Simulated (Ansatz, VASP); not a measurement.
# Sn2TeO3 in VASP and in Ansatz

```
CELL_PARAMETERS angstrom
6.34812 0.00000 0.00000
-3.17406 5.49764 0.00000
0.00000 0.00000 3.07184
ATOMIC_POSITIONS crystal
Sn 0.66667 0.33333 0.43241
Sn 0.33333 0.66667 0.43241
Te 0.00000 0.00000 0.07769
O 0.00000 0.50000 0.07582
O 0.50000 0.00000 0.07582
O 0.50000 0.50000 0.07582
```

Change from the starting cell: species swapped into the NaSn2Pd3 type (P6mm, No. 183).

Alike in both runs: functional PBE; k mesh 3 × 3 × 6; occupations gaussian, width 0.1 eV; no spin polarisation.

Ansatz relaxed the structure, and its values are those at the end. VASP's run is a single point on that final structure, the one shown.

```csv
,VASP,Ansatz
version,VASP 6.6.1,Ansatz 0.2.0
potentials or method,"VASP PAW PBE potentials, release 64 (Sn_d, Te, O)","scalar-relativistic, plane waves, PAW"
plane-wave cutoff (eV),520,420
valence electrons in the cell,52,62
```

Ansatz gave:

* gap on the k mesh at the Fermi level (eV): none
* pressure (GPa): 0.1
* rms of the force components (eV/Å): 0.009

Question: Which values does VASP return?

Answer: gap on the k mesh at the Fermi level (eV): none; pressure (GPa): 0.3; rms of the force components (eV/Å): 0.035.

A gap of «none» marks a metal or a gap that the smearing closes. The functional is the same, so the differences come from potentials, cutoffs and numerics. The two sets of potentials don't hold the same shells in valence.

Caveats: the k mesh is coarse (spacing up to 0.38 Å⁻¹), so the values aren't converged. Spin-orbit coupling is left out, which matters for the levels of Te.
